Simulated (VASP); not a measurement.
The input files of a VASP run:

POSCAR:
```
CsCl
1
    4.1204150000     0.0000000000     0.0000000000
    0.0000000000     4.0462790000     0.0000000000
    0.0000000000     0.0000000000     4.1635170000
Cs Cl
1 1
Direct
  0.0000000000   0.0000000000   0.0000000000
  0.5232910000   0.5000000000   0.5000000000
```

**INCAR**
```
# general
SYSTEM =CsCl
PREC   =Accurate
ENCUT  =400
LREAL  =.FALSE.   # projection in real space or not
LASPH  =.TRUE.   # aspherical one-centre terms

# electronic loop
EDIFF  =1E-8   # SCF stop (eV)
NELM   =100   # most electronic steps
ALGO   =Normal
LMAXMIX=4

# smearing
ISMEAR =0   # Gaussian
SIGMA  =0.05   # width (eV)

# functional
GGA    =PE

# ions
ISIF   =2   # forces and stress, cell fixed

# output
LWAVE  =.FALSE.
LCHARG =.FALSE.
```

KPOINTS:
```
Regular mesh
0
gamma
 6 6 6
0 0 0
```

POTCAR, in this order: Cs_sv Cl (PBE.64 set). Program: vasp_std.

Task: Write an equivalent input for Ansatz.

Result: One equivalent input (not run):
Ansatz 0.2 input:
```yaml
crystal:
  lattice:
    - [4.1204150, 0.0000000, 0.0000000]
    - [0.0000000, 4.0462790, 0.0000000]
    - [0.0000000, 0.0000000, 4.1635170]
  atoms:
    - { symbol: Cs, position: [0.0000000, 0.0000000, 0.0000000] }
    - { symbol: Cl, position: [0.5232910, 0.5000000, 0.5000000] }
kpoints:
  mp_grid: { grid: [6, 6, 6] }
hamiltonian:
  xc: pbe
  pseudopotentials: { kind: paw }
scf:
  occupations: { method: gaussian, width: 0.05 }
  max_iter: 100
output: { forces: true, stress: true, eigenvalues: true }
```
The two are equivalent in intent, not identical: each code has its own PAW files, so the cut-off isn't converted (ENCUT is set for VASP's; basis.ecutwfc is left out, and Ansatz then takes the one that its files recommend); Ansatz stops its SCF on the density residual and VASP on the energy change (EDIFF).

The compound is CsCl in the CsCl type structure. The cell was not relaxed at this level, atoms are displaced from their ideal sites. The run is one of a series of settings (EDIFF = 1E-8 against the base run), some of them coarse on purpose.
